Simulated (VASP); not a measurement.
VASP runs on LiH (rock salt) share one base input (PBE GGA, plane waves, VASP's PBE PAW potentials (set 64)) and change the settings named in each case.

### POSCAR
```
LiH
1
    0.0000000000     2.0808000000     2.0808000000
    2.0808000000     0.0000000000     2.0808000000
    2.0808000000     2.0808000000     0.0000000000
Li H
1 1
Direct
  0.0000000000   0.0000000000   0.0000000000
  0.5000000000   0.5000000000   0.5000000000
```

**INCAR**
```
GGA = PE   # PBE
ENCUT = 520
LASPH = .TRUE.   # aspherical one-centre terms
ISIF = 2
LCHARG = .FALSE.
PREC = Accurate
EDIFF = 1E-6
ISMEAR = 0   # Gaussian
SIGMA = 0.05   # width (eV)
NELM = 100   # most electronic steps
LREAL = .FALSE.   # projection in real space or not
LWAVE = .FALSE.
SYSTEM = LiH
ALGO = Normal
```

File KPOINTS:
```
Automatic mesh
0
Gamma
10 10 10
0 0 0
```

POTCAR, in this order: Li_sv H (PBE.64 set). Program: vasp_std.

| change | E(σ→0) (eV/atom) | pressure (GPa) | gap on the mesh (eV) |
|---|---|---|---|
| base run | -3.0524 | -3.60 | 3.05 |
| GGA = 91 | -3.0786 | -3.57 | 3.11 |
| GGA removed, LMIXTAU = .TRUE., METAGGA = SCAN | -3.4109 | -4.10 | 3.62 |
| IVDW = 11 | -3.1452 | ___ | 3.05 |
| GGA = PS | -3.0455 | -4.12 | 2.83 |
| IVDW = 13 | -3.1177 | -4.48 | 3.05 |
| AGGAC = 0.0, GGA = BO, LUSE_VDW = .TRUE., PARAM1 = 0.1833333333, PARAM2 = 0.22 | -2.6948 | -3.54 | 3.38 |

### Question
Fill in the missing entries.

### Answer

- IVDW = 11, pressure (GPa): -5.65

Energies of different potentials or functionals have different zeros.

Left out are runs that ran out of time, are held back, or changed the cell or the kind of run, fixed moments of cells without a moment, rows past the twelfth, gaps on odd meshes, pressures of charged cells and columns that move by less than the noise.

The compound is LiH in the rock salt structure. The cell was not relaxed at this level.
